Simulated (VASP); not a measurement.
VASP ran on this input.

**POSCAR**
```
KI
1
    0.0000000000     3.1240107234     3.1240107234
    3.1240107234     0.0000000000     3.1240107234
    3.1240107234     3.1240107234     0.0000000000
K I
1 1
Direct
  0.0000000000   0.0000000000   0.0000000000
  0.5000000000   0.5000000000   0.5000000000
```

### INCAR
```
ENCUT  =  500
NSW  =  40   ! most ionic steps
LREAL  =  .FALSE.   ! projection in real space or not
NELM  =  100
ISMEAR  =  0   ! Gaussian
SIGMA  =  0.05   ! width (eV)
ALGO  =  Normal   ! blocked Davidson
LWAVE  =  .FALSE.
ISIF  =  3   ! ions, shape and volume
IBRION  =  2
SYSTEM  =  KI
GGA  =  PS   ! PBEsol
EDIFF  =  1E-6
LCHARG  =  .FALSE.
LASPH  =  .TRUE.
EDIFFG  =  -0.02   ! ionic stop
LMAXMIX  =  4   ! l cut-off of mixed one-centre charges
PREC  =  Accurate
PSTRESS  =  200   ! kbar
```

**KPOINTS**
```
Regular mesh
0
Gamma
  7 7 7
```

POTCAR, in this order: K_sv I (PBE.64 set). Program: vasp_std.

Q: Translate this PBEsol calculation to Quantum ESPRESSO's pw.x.

A: One equivalent input (not run):
```
&CONTROL
  calculation = 'vc-relax'
  pseudo_dir = './pseudo'
  outdir = './out'
  tprnfor = .true.
  tstress = .true.
  nstep = 40
  forc_conv_thr = 0.00078
/
&SYSTEM
  ibrav = 0
  nat = 2
  ntyp = 2
  ecutwfc = 74
  occupations = 'smearing'
  smearing = 'gaussian'
  degauss = 0.003675
  input_dft = 'pbesol'
/
&ELECTRONS
  conv_thr = 7.3e-08
  electron_maxstep = 100
/
&IONS
/
&CELL
  press = 200
/
ATOMIC_SPECIES
  K 39.098 K.upf
  I 126.904 I.upf
CELL_PARAMETERS angstrom
     0.0000000    3.1240107    3.1240107
     3.1240107    0.0000000    3.1240107
     3.1240107    3.1240107    0.0000000
ATOMIC_POSITIONS crystal
  K    0.0000000  0.0000000  0.0000000
  I    0.5000000  0.5000000  0.5000000
K_POINTS automatic
  7 7 7 0 0 0
```
Limits of the translation: the potentials are each code's own (VASP's PAW set, PseudoDojo norm-conserving files in pw.x), so ENCUT and ecutwfc are chosen apart and not converted; conv_thr bounds pw.x's estimated SCF error, while EDIFF bounds the energy change between steps; forc_conv_thr acts on force components and is met together with etot_conv_thr.

The compound is KI in the rock salt structure. This run relaxes it under an external pressure of 20 GPa. Symmetry was kept, so distortions that lower it aren't found.
